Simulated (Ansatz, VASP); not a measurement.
# Cross-check of YScTiSi between VASP and Ansatz

Wanted: the spread between two codes on one cell, functional and k mesh. The cell is invented: As first built, before any earlier steps moved the atoms (in the runner's words): it takes the TbScSi2 structure with some of its atoms replaced by other elements, volume scaled by an estimate. It may not be a known or stable phase.

Method: plane waves, with VASP 6.6.1 beside it; single point at PBE, in Ansatz 0.2.0.

## Step 1: Set-up

It takes space group Amm2 (No. 38, orthorhombic). The conventional cell has a = 4.182 Å, b = 3.805 Å, c = 10.987 Å, α = 90.00°, β = 90.00°, γ = 90.00°. Nearest to Y lie 4 Ti at 3.00 Å and 3 Si at 3.05 to 3.09 Å. Nearest to Ti lie 2 Si at 2.54 Å and 3 Sc at 2.96 to 3.23 Å and 4 Y at 3.00 Å. Nearest to Sc lie 4 Si at 2.94 Å and 3 Ti at 2.96 to 3.23 Å. Nearest to Si lie 2 Ti at 2.54 Å and 4 Sc at 2.94 Å and 3 Y at 3.05 to 3.09 Å. As first built, before any earlier steps moved the atoms (in the runner's words): sites of the TbScSi2 structure (space group 38) filled with other elements, volume scaled by an estimate. Farther neighbours are not listed.

## Step 2: VASP: single point, PBE

A single point gives forces, pressure and levels at one fixed geometry, so differences don't come from the geometry; what else differs is listed under the comparison.

Lines of VASP's logs that name or quote its potential files are left out, and so is its time.

File INCAR:

```
SYSTEM = YScTiSi
PREC = Accurate
ENCUT = 400
EDIFF = 1E-06
NELM = 100
ISMEAR = -1
SIGMA = 0.05
LREAL = .FALSE.
ALGO = Normal
GGA = PE
ISPIN = 2
MAGMOM = 0 1 0 0
LMAXMIX = 4
LORBIT = 11
LWAVE = .FALSE.
LCHARG = .FALSE.
KPAR = 2
ISIF = 2
```

File POSCAR:

```
YScTiSi
1.0
    4.1821505326      0.0000000000      0.0000000000
    0.0000000000      1.9025613513      5.4936574432
    0.0000000000     -1.9025613513      5.4936574432
Y Ti Sc Si
1 1 1 1
Direct
    0.5000000000      0.8475188681      0.8475188681
    0.0000000000      0.4384901443      0.4384901443
    0.0000000000      0.1444380105      0.1444380105
    0.5000000000      0.5695529771      0.5695529771
```

File KPOINTS:

```
Automatic mesh
0
Gamma
6 6 6
0 0 0
```

PAW data sets: Y_sv, Ti_sv, Sc_sv and Si (PBE family, release 64).

Launch:

```bash
$ mpirun -np 2 vasp_std
```

Numbers of over 12 decimals in the logs are rounded to 6 here.

The log of the run:

```text
[banner, memory and clock lines left out]
running    2 mpi-ranks, on    1 nodes
 distrk:  each k-point on    1 cores,    2 groups
 distr:  one band on    1 cores,    1 groups

 POSCAR found type information on POSCAR Y TiScSi
 POSCAR found :  4 types and       4 ions
 LDA part: xc-table for (Slater+PW92), standard interpolation
 POSCAR, INCAR and KPOINTS ok, starting setup
 FFT: planning ... GRIDC
 FFT: planning ... GRID_SOFT
 FFT: planning ... GRID
 WAVECAR not read
 entering main loop
       N       E                     dE             d eps       ncg     rms          rms(c)
DAV:   1     0.389456931875E+03    0.38946E+03   -0.16409E+04  5000   0.136E+03
DAV:   2     0.111103349628E+02   -0.37835E+03   -0.37526E+03  5072   0.504E+02
DAV:   3    -0.261429290687E+02   -0.37253E+02   -0.36876E+02  9400   0.131E+02
DAV:   4    -0.299671254206E+02   -0.38242E+01   -0.37909E+01  7368   0.295E+01
DAV:   5    -0.303437440498E+02   -0.37662E+00   -0.37647E+00  7944   0.101E+01    0.337E+01
DAV:   6    -0.281062286054E+02    0.22375E+01   -0.28631E+01  7808   0.325E+01    0.151E+01
DAV:   7    -0.294109551881E+02   -0.13047E+01   -0.56476E+01  7912   0.329E+01    0.164E+01
DAV:   8    -0.275462476796E+02    0.18647E+01   -0.10571E+01  8216   0.195E+01    0.141E+01
DAV:   9    -0.271208750660E+02    0.42537E+00   -0.26991E+00  8168   0.935E+00    0.273E+00
DAV:  10    -0.271182649382E+02    0.26101E-02   -0.70936E-01  9648   0.374E+00    0.155E+00
DAV:  11    -0.271061460452E+02    0.12119E-01   -0.21650E-01  6784   0.229E+00    0.549E-01
DAV:  12    -0.271050249714E+02    0.11211E-02   -0.12920E-02  8016   0.735E-01    0.198E-01
DAV:  13    -0.271051357458E+02   -0.11077E-03   -0.28610E-03  7848   0.279E-01    0.900E-02
DAV:  14    -0.271051290816E+02    0.66642E-05   -0.31251E-04  8440   0.952E-02    0.440E-02
DAV:  15    -0.271051774060E+02   -0.48324E-04   -0.99461E-05  7400   0.518E-02    0.370E-02
DAV:  16    -0.271052038711E+02   -0.26465E-04   -0.76066E-05  7576   0.371E-02    0.276E-02
DAV:  17    -0.271052327144E+02   -0.28843E-04   -0.87326E-05  6672   0.365E-02    0.210E-02
DAV:  18    -0.271052501110E+02   -0.17397E-04   -0.67131E-05  7168   0.323E-02    0.180E-02
DAV:  19    -0.271052640065E+02   -0.13895E-04   -0.10434E-04  6568   0.384E-02    0.122E-02
DAV:  20    -0.271052672667E+02   -0.32602E-05   -0.25225E-05  6672   0.225E-02    0.638E-03
DAV:  21    -0.271052683144E+02   -0.10477E-05   -0.58742E-06  5672   0.129E-02    0.295E-03
DAV:  22    -0.271052688194E+02   -0.50503E-06   -0.40818E-06  5760   0.111E-02
   1 F= -.27105269E+02 E0= -.27082226E+02  d E =-.460866E-01  mag=     0.0010
```

Parts of OUTCAR (step 2):

```text
ion  position               nearest neighbor table
   1  0.500  0.848  0.848-   2 3.00   2 3.00   2 3.00   2 3.00   4 3.05   4 3.09   4 3.09   3 3.60
                             3 3.60   3 3.60   3 3.60   3 3.87   3 3.87
   2  0.000  0.438  0.438-   4 2.54   4 2.54   3 2.96   3 2.96   1 3.00   1 3.00   1 3.00   1 3.00

  LATTYP: Found a base centered orthorhombic cell.
 ALAT       =     3.8051227026
 B/A-ratio  =     2.8875060662
 C/A-ratio  =     1.0990842765

 Subroutine GETGRP returns: Found  4 space group operations
 (whereof  4 operations were pure point group operations)

The static configuration has the point symmetry C_2v.

 Found     52 irreducible k-points:

   k-points           NKPTS =     52   k-points in BZ     NKDIM =     52   number of bands    NBANDS=     24

   dimension x,y,z NGX =    28 NGY =   40 NGZ =   40
   dimension x,y,z NGXF=    56 NGYF=   80 NGZF=   80

   ENCUT  =  400.0 eV  29.40 Ry    5.42 a.u.   6.82  9.48  9.48*2*pi/ulx,y,z

   NELECT =      38.0000    total number of electrons

 k-points in reciprocal lattice and weights: Automatic mesh
   0.00000000  0.00000000  0.00000000       0.005
   0.16666667  0.00000000  0.00000000       0.009
   0.33333333  0.00000000  0.00000000       0.009
   0.50000000  0.00000000  0.00000000       0.005
   0.00000000  0.16666667 -0.00000000       0.019
   0.16666667  0.16666667 -0.00000000       0.037
   0.33333333  0.16666667 -0.00000000       0.037
   0.50000000  0.16666667 -0.00000000       0.019
   0.00000000  0.33333333  0.00000000       0.019
[...]
0.33333333  0.50000000  0.50000000       0.009
   0.50000000  0.50000000  0.50000000       0.005

 average (electrostatic) potential at core
       1 -34.8620       2 -75.5450       3 -45.9315       4 -83.3840

 E-fermi :   5.1099

 spin component 1
 k-point     1 :       0.0000    0.0000    0.0000
  band No.  band energies     occupation
    ...
     15       2.5922      1.00000
     16       3.6037      1.00000
     17       4.1441      1.00000
     18       4.8463      0.99489
     19       4.9110      0.98160
     20       5.4138      0.00228
     21       6.6425      0.00000
     22       6.6490      0.00000
     23       6.9019      0.00000
     24       7.0775      0.00000

 k-point     2 :       0.1667    0.0000    0.0000
  band No.  band energies     occupation
    ...
     15       2.5404      1.00000
     16       3.7173      1.00000
     17       4.1787      1.00000
     18       4.5711      0.99998
     19       4.7346      0.99945
     20       5.6965      0.00001
     21       6.3243      0.00000
     22       6.6315      0.00000
     23       6.8105      0.00000
     24       7.2225      0.00000

 k-point     3 :       0.3333    0.0000    0.0000
  band No.  band energies     occupation
    ...
     15       3.1191      1.00000
     16       3.7900      1.00000
     17       4.0641      1.00000
     18       4.2711      1.00000
     19       4.7168      0.99961
     20       5.7865      0.00000
     21       6.1847      0.00000
     22       6.6318      0.00000
     23       6.9850      0.00000
     24       7.0044      0.00000

 k-point     4 :       0.5000    0.0000    0.0000
  band No.  band energies     occupation
    ...
     15       3.5525      1.00000
     16       3.7597      1.00000
     17       3.8957      1.00000
     18       4.1632      1.00000
     19       4.8999      0.98520
     20       5.6521      0.00002
     21       6.2207      0.00000
     22       6.5089      0.00000
     23       6.6060      0.00000
     24       7.2238      0.00000

 k-point     5 :       0.0000    0.1667   -0.0000
  band No.  band energies     occupation
    ...
     14       2.2221      1.00000
     15       2.8260      1.00000
     16       3.5695      1.00000
     17       3.8256      1.00000
     18       4.4429      1.00000
     19       5.1389      0.35869
     20       5.3630      0.00628
     21       6.1526      0.00000
     22       6.5945      0.00000
     23       6.9132      0.00000
    ...

 k-point     6 :       0.1667    0.1667   -0.0000
  band No.  band energies     occupation
    ...
     15       2.6740      1.00000
     16       3.5404      1.00000
     17       4.0339      1.00000
     18       4.4141      1.00000
     19       4.7973      0.99808
     20       5.6563      0.00002
     21       6.0302      0.00000
     22       6.3029      0.00000
     23       6.7634      0.00000
     24       7.2099      0.00000

  Total       -0.0016919      0.0071438     -0.0099258      0.0000000      0.0000000      0.0000000
  in kB       -0.0310069      0.1309209     -0.1819064      0.0000000      0.0000000      0.0000000
  external PRESSURE =      -0.0273308 kB  Pullay stress =       0.0000000 kB

  energy-cutoff  :      400.00
  volume of cell :       87.42
      direct lattice vectors                 reciprocal lattice vectors
     4.182150533  0.000000000  0.000000000     0.239111431  0.000000000  0.000000000
     0.000000000  1.902561351  5.493657443     0.000000000  0.262803615  0.091014048
     0.000000000 -1.902561351  5.493657443     0.000000000 -0.262803615  0.091014048

 POSITION                                       TOTAL-FORCE (eV/Angst)
 -----------------------------------------------------------------------------------
      2.09108      0.00000      9.31196         0.000000      0.000000     -0.008519
      0.00000      0.00000      4.81783         0.000000      0.000000     -0.001254
      0.00000      0.00000      1.58699         0.000000      0.000000      0.009516
      2.09108      0.00000      6.25786         0.000000      0.000000      0.000258
 -----------------------------------------------------------------------------------
    total drift:                                0.000000      0.000000     -0.000028

  FREE ENERGIE OF THE ION-ELECTRON SYSTEM (eV)
  ---------------------------------------------------
  free  energy   TOTEN  =       -27.1052688194 eV

  energy  without entropy=      -27.0591822131  energy(sigma->0) =      -27.08222552

 total charge
# of ion       s       p       d       f       tot
--------------------------------------------------
    1        2.242   6.326   1.058   0.020   9.645
    2        2.238   6.096   1.959   0.000  10.293
    3        2.212   6.123   0.986   0.000   9.321
    4        0.772   0.916   0.000   0.000   1.688
--------------------------------------------------
tot          7.464  19.461   4.003   0.020  30.948

 magnetization (x)
# of ion       s       p       d       f       tot
--------------------------------------------------
    1        0.000   0.000   0.000   0.000   0.000
    2        0.000   0.000   0.001   0.000   0.001
    3        0.000   0.000   0.000   0.000   0.000
    4       -0.000  -0.000   0.000   0.000  -0.000
--------------------------------------------------
tot          0.000   0.000   0.001   0.000   0.001

[... 6 further parts left out ...]
```

The run ends at a pressure of 0.00 GPa, with forces up to 0.0095 eV/Å.

(Continued in part 2 of 2.)

[Lines on the potential files, build, host, timing and source positions are cut from VASP's logs without a mark.]

[Logs are printed without paths, hosts, clocks, repeated set-up lines and the standing remarks that a program may print on its own settings, such as how far it seeks lower states.]

[Hosts, paths, dates, database ids (printed as entryN), source tags and the programs' standing remarks are cut or masked in the printed files.]
